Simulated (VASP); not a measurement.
# CeNiAsO (P4/nmm) in VASP: further runs, part 2 of 2

VASP 6.6.1. The steps go on from the part before.

### Step 4. Relaxation of cell and atoms, PBEsol, collinear spin, ferromagnetic start

Input file INCAR:

```
SYSTEM = CeNiAsO
PREC = Accurate
ENCUT = 600
EDIFF = 1E-6
ISMEAR = -1
SIGMA = 0.05
LREAL = .False.
LASPH = .True.
NELM = 120
ALGO = Normal
ISIF = 3
LWAVE = .False.
LCHARG = .False.
ISPIN = 2
MAGMOM = 1 1 0 0 1 1 0 0
LORBIT = 11
LMAXMIX = 6
GGA = PS
IBRION = 2
NSW = 60
EDIFFG = -0.01
```

Input file KPOINTS:

```
Automatic mesh
0
Gamma
  5 5 3
  0 0 0
```

Input file POSCAR:

```
CeNiAsO
1.0
    4.0145370000      0.0000000000      0.0000000000
    0.0000000000      4.0145370000      0.0000000000
    0.0000000000      0.0000000000      7.9072300000
Ce As Ni O
2 2 2 2
Direct
    0.5000000000      0.0000000000      0.1547390000
    0.0000000000      0.5000000000      0.8452610000
    0.5000000000      0.0000000000      0.6486320000
    0.0000000000      0.5000000000      0.3513680000
    0.5000000000      0.5000000000      0.5000000000
    0.0000000000      0.0000000000      0.5000000000
    0.5000000000      0.5000000000      0.0000000000
    0.0000000000      0.0000000000      0.0000000000
```

Command:

```bash
$ cat potpaw_PBE.64/Ce/POTCAR potpaw_PBE.64/As/POTCAR potpaw_PBE.64/Ni/POTCAR potpaw_PBE.64/O/POTCAR > POTCAR
$ mpirun -np 1 vasp_std > vasp.out
```

It took 14 min on 1 thread of Intel Xeon 6975P-C (Granite Rapids), shared host; peak memory 0.43 GiB.

It converged, with:

```yaml
Free_energy: -61.4479 eV
Relaxed_volume: 15.26 Å³/atom
Relaxed_cell: a = 3.948 Å, b = 3.948 Å, c = 7.831 Å, α = 90.00°, β = 90.00°, γ = 90.00°
Space_group_after_relaxing_to_0.05_Å: P4/nmm (No. 129)
Energy_gained_by_relaxing: 12.1 meV/atom
Ionic_steps: 12
Pressure_after_relaxing: 0.0 GPa
Band_gap_on_the_k_mesh: none (metal or under the smearing width)
Net_moment: 0.00 μB per cell
Valence_electrons_inside_the_program's_atomic_spheres: Ce 9.68; As 2.86; Ni 9.46; O 5.01
```

Forces on the atoms (eV/Å):
```
Ce   0.000  0.000  0.003
Ce   0.000  0.000 -0.003
As   0.000  0.000  0.002
As   0.000  0.000 -0.002
Ni   0.000  0.000  0.000
Ni   0.000  0.000  0.000
O    0.000  0.000  0.000
O    0.000  0.000  0.000
```

Step by step:
```tsv
step	energy change (eV)	largest force (eV/Å)	pressure (GPa)	volume (Å³)
1	0.0000	0.3042	-4.68	127.44
2	0.0036	0.8036	5.74	119.05
3	-0.0684	0.5130	0.13	123.19
4	-0.0882	0.2883	0.07	122.62
5	-0.0966	0.0345	0.08	121.97
6	-0.0966	0.0383	0.06	121.94
7	-0.0969	0.0115	0.02	122.05
8	-0.0971	0.0103	-0.08	122.14
9	-0.0971	0.0257	0.16	122.00
10	-0.0971	0.0184	0.04	122.06
11	-0.0971	0.0184	0.09	122.04
12	-0.0972	0.0028	0.04	122.08
```

Final structure:
```
Ce As Ni O
1.0
     3.94839    0.00000    0.00000
     0.00000    3.94839    0.00000
     0.00000    0.00000    7.83093
Ce As Ni O
2 2 2 2
Direct
  0.50000 0.00000 0.15500
  0.00000 0.50000 0.84500
  0.50000 0.00000 0.65624
  0.00000 0.50000 0.34376
  0.50000 0.50000 0.50000
  0.00000 0.00000 0.50000
  0.50000 0.50000 0.00000
  0.00000 0.00000 0.00000
```

Levels at points of the mesh, in eV from the Fermi level:
Spin up:
```csv
k point,band 31,band 32,band 33,band 34,band 35,band 36
"(0.00, 0.00, 0.00)",-0.77,0.15,0.25,0.30,0.31,0.40
```
Spin down:
```
           k point  band 31  band 32  band 33  band 34  band 35  band 36
(0.00, 0.00, 0.00)    -0.77     0.15     0.25     0.30     0.31     0.40
```

Caveat: the magnetic or orbital state may not be the lowest; the PAW data sets were made with another functional, which shifts forces and pressure a little; spin-orbit coupling is left out, which moves the levels of the heavy elements; without U or exact exchange the open f shell lies at the Fermi level, which spoils levels, moments and volumes. With open d or f shells a metallic result of PBEsol can be an artefact of self-interaction; +U or a hybrid may open a gap.

### Step 5. Relaxation of cell and atoms, RPBE, collinear spin, ferromagnetic start

INCAR, as its differences from that of step 4:

```diff
@@ -17,3 +17,3 @@
 LMAXMIX = 6
-GGA = PS
+GGA = RP
 IBRION = 2
```

KPOINTS is that of step 4.

POSCAR is that of step 4.

Command:

```bash
$ cat potpaw_PBE.64/Ce/POTCAR potpaw_PBE.64/As/POTCAR potpaw_PBE.64/Ni/POTCAR potpaw_PBE.64/O/POTCAR > POTCAR
$ mpirun -np 1 vasp_std > vasp.out
```

Run time: 19 min. Hardware: 1 thread of Intel Xeon 6975P-C (Granite Rapids), shared host; peak memory 0.41 GiB.

It converged, with:

| Property | Result |
| --- | --- |
| Free energy | -53.6570 eV |
| Relaxed volume | 16.49 Å³/atom |
| Relaxed cell | a = 4.035 Å, b = 4.035 Å, c = 8.100 Å, α = 90.00°, β = 90.00°, γ = 90.00° |
| Space group after relaxing (to 0.05 Å) | P4/nmm (No. 129) |
| Energy gained by relaxing | 10.1 meV/atom |
| Ionic steps | 16 |
| Pressure after relaxing | 0.0 GPa |
| Largest force after relaxing | 0.006 eV/Å |
| Band gap on the k mesh | none (metal or under the smearing width) |
| Net moment | 0.00 μB per cell |
| Valence electrons inside the program's atomic spheres | Ce 9.63; As 2.81; Ni 9.32; O 5.03 |

Forces in eV/Å, atoms in the order of the input:
```
Ce   0.000  0.000  0.001
Ce   0.000  0.000 -0.001
As   0.000  0.000 -0.006
As   0.000  0.000  0.006
Ni   0.000  0.000  0.000
Ni   0.000  0.000  0.000
O    0.000  0.000  0.000
O    0.000  0.000  0.000
```

The path:
```
step  energy change (eV)  largest force (eV/Å)  pressure (GPa)  volume (Å³)
   1              0.0000                0.5913            4.37       127.44
   2             -0.0139                0.6041           -3.72       135.61
   3             -0.0644                0.3234           -0.17       131.66
   4             -0.0744                0.1237           -0.09       131.82
   5             -0.0778                0.0749            0.00       131.97
   6             -0.0796                0.0384           -0.06       132.00
   7             -0.0807                0.0224           -0.16       132.05
   8             -0.0807                0.0263           -0.17       132.06
   9             -0.0805                0.0291            0.31       131.59
  10             -0.0808                0.0105            0.02       131.87
  11             -0.0808                0.0107            0.06       131.87
  12             -0.0808                0.0185           -0.07       131.96
  13             -0.0808                0.0127           -0.03       131.89
  14             -0.0808                0.0113           -0.04       131.88
  15             -0.0808                0.0110            0.00       131.87
  16             -0.0808                0.0060            0.03       131.89
```

Final structure:
```xyz
8
Lattice="4.0352 0.0000 0.0000 0.0000 4.0352 0.0000 0.0000 0.0000 8.1001" Properties=species:S:1:pos:R:3 pbc="T T T"
Ce    2.0176    0.0000    1.2290
Ce    0.0000    2.0176    6.8711
As    2.0176    0.0000    5.2958
As    0.0000    2.0176    2.8043
Ni    2.0176    2.0176    4.0501
Ni    0.0000    0.0000    4.0501
O     2.0176    2.0176    8.1001
O     0.0000    0.0000    8.1001
```

Levels at points of the mesh, in eV from the Fermi level:
Spin up:
```csv
k point,band 29,band 30,band 31,band 32,band 33,band 34,band 35,band 36,band 37,band 38
"(0.00, 0.00, 0.00)",-1.06,-1.06,-0.74,0.12,0.19,0.25,0.25,0.31,0.31,0.45
```
Spin down:
| k point | band 29 | band 30 | band 31 | band 32 | band 33 | band 34 | band 35 | band 36 | band 37 | band 38 |
| --- | --- | --- | --- | --- | --- | --- | --- | --- | --- | --- |
| (0.00, 0.00, 0.00) | -1.06 | -1.06 | -0.74 | 0.12 | 0.19 | 0.25 | 0.25 | 0.31 | 0.31 | 0.45 |

Caveat: the magnetic or orbital state may not be the lowest; the PAW data sets were made with another functional, which shifts forces and pressure a little; spin-orbit coupling is left out, which moves the levels of the heavy elements; without U or exact exchange the open f shell lies at the Fermi level, which spoils levels, moments and volumes. The state reached can hang on the start; a lower one may exist.

### Step 6. Relaxation of cell and atoms, revPBE, collinear spin, ferromagnetic start

INCAR, as its differences from that of step 5:

```diff
@@ -17,3 +17,3 @@
 LMAXMIX = 6
-GGA = RP
+GGA = RE
 IBRION = 2
```

KPOINTS is that of step 5.

POSCAR is that of step 5.

Potentials or basis: VASP PAW PBE potentials, release 64 (Ce, As, Ni, O).

Command:

```bash
$ cat potpaw_PBE.64/Ce/POTCAR potpaw_PBE.64/As/POTCAR potpaw_PBE.64/Ni/POTCAR potpaw_PBE.64/O/POTCAR > POTCAR
$ mpirun -np 1 vasp_std > vasp.out
```

It took 14 min on 1 thread of Intel Xeon 6975P-C (Granite Rapids), shared host; peak memory 0.43 GiB.

It converged, with:

```
Free energy                                           : -54.2482 eV
Relaxed volume                                        : 16.34 Å³/atom
Relaxed cell                                          : a = 4.026 Å, b = 4.026 Å, c = 8.066 Å, α = 90.00°, β = 90.00°, γ = 90.00°
Space group after relaxing (to 0.05 Å)                : P4/nmm (No. 129)
Energy gained by relaxing                             : 7.3 meV/atom
Ionic steps                                           : 10
Pressure after relaxing                               : 0.1 GPa
Largest force after relaxing                          : 0.009 eV/Å
Band gap on the k mesh                                : none (metal or under the smearing width)
Net moment                                            : 0.00 μB per cell
Valence electrons inside the program's atomic spheres : Ce 9.63; As 2.82; Ni 9.34; O 5.02
```

Forces in eV/Å, atoms in the order of the input:
```
Ce   0.000  0.000  0.003
Ce   0.000  0.000 -0.003
As   0.000  0.000 -0.009
As   0.000  0.000  0.009
Ni   0.000  0.000  0.000
Ni   0.000  0.000  0.000
O    0.000  0.000  0.000
O    0.000  0.000  0.000
```

Step by step:
```
step  energy change (eV)  largest force (eV/Å)  pressure (GPa)  volume (Å³)
   1              0.0000                0.5570            3.48       127.44
   2             -0.0112                0.5042           -3.15       133.93
   3             -0.0438                0.2853           -0.21       130.84
   4             -0.0529                0.1183           -0.15       130.88
   5             -0.0560                0.0841           -0.01       130.92
   6             -0.0577                0.0424           -0.04       130.90
   7             -0.0587                0.0255           -0.09       130.86
   8             -0.0587                0.0294           -0.07       130.86
   9             -0.0587                0.0131            0.14       130.67
  10             -0.0588                0.0092            0.06       130.73
```

Final structure:
```
Ce As Ni O
1.0
     4.02587    0.00000    0.00000
     0.00000    4.02587    0.00000
     0.00000    0.00000    8.06593
Ce As Ni O
2 2 2 2
Cartesian
  2.0129 0.0000 1.2268
  0.0000 2.0129 6.8392
  2.0129 4.0259 5.2763
  0.0000 2.0129 2.7896
  2.0129 2.0129 4.0330
  0.0000 0.0000 4.0330
  2.0129 2.0129 8.0659
  0.0000 0.0000 8.0659
```

Levels at points of the mesh, in eV from the Fermi level:
Spin up:
| k point | band 29 | band 30 | band 31 | band 32 | band 33 | band 34 | band 35 | band 36 | band 37 | band 38 |
| --- | --- | --- | --- | --- | --- | --- | --- | --- | --- | --- |
| (0.00, 0.00, 0.00) | -1.07 | -1.07 | -0.74 | 0.12 | 0.19 | 0.25 | 0.26 | 0.32 | 0.32 | 0.46 |
Spin down:
| k point | band 29 | band 30 | band 31 | band 32 | band 33 | band 34 | band 35 | band 36 | band 37 | band 38 |
| --- | --- | --- | --- | --- | --- | --- | --- | --- | --- | --- |
| (0.00, 0.00, 0.00) | -1.07 | -1.07 | -0.74 | 0.12 | 0.19 | 0.25 | 0.26 | 0.32 | 0.32 | 0.46 |

Caveat: the magnetic or orbital state may not be the lowest; the PAW data sets were made with another functional, which shifts forces and pressure a little; spin-orbit coupling is left out, which moves the levels of the heavy elements; without U or exact exchange the open f shell lies at the Fermi level, which spoils levels, moments and volumes. The state reached can hang on the start; a lower one may exist.

### Step 7. Overview

```csv
level,potentials or basis,gap on the mesh (eV),pressure (GPa),moment (μB),relaxed volume (Å³/atom),largest force (eV/Å)
LDA,"VASP PAW LDA potentials, release 64 (Ce, As, Ni, O)",none,0.1,0.00,14.92,0.01
PBE,"VASP PAW PBE potentials, release 64 (Ce, As, Ni, O)",none,0.0,0.00,16.02,-
PBEsol,"VASP PAW PBE potentials, release 64 (Ce, As, Ni, O)",none,0.0,0.00,15.26,-
RPBE,"VASP PAW PBE potentials, release 64 (Ce, As, Ni, O)",none,0.0,0.00,16.49,0.01
revPBE,"VASP PAW PBE potentials, release 64 (Ce, As, Ni, O)",none,0.1,0.00,16.34,0.01
```

Alike in all rows: task relaxation of cell and atoms; spin collinear, ferromagnetic start; cell relaxed; k mesh 5 × 5 × 3; cutoff (eV) 600; smearing fermi-dirac 0.05 eV.

Caveats: the magnetic or orbital state may not be the lowest; spin-orbit coupling is left out, which moves the levels of the heavy elements; without U or exact exchange the open f shell lies at the Fermi level, which spoils levels, moments and volumes; the PAW data sets were made with another functional, which shifts forces and pressure a little (some runs).

Total energies depend on the potentials used, so only differences within one code and one set of settings carry meaning.
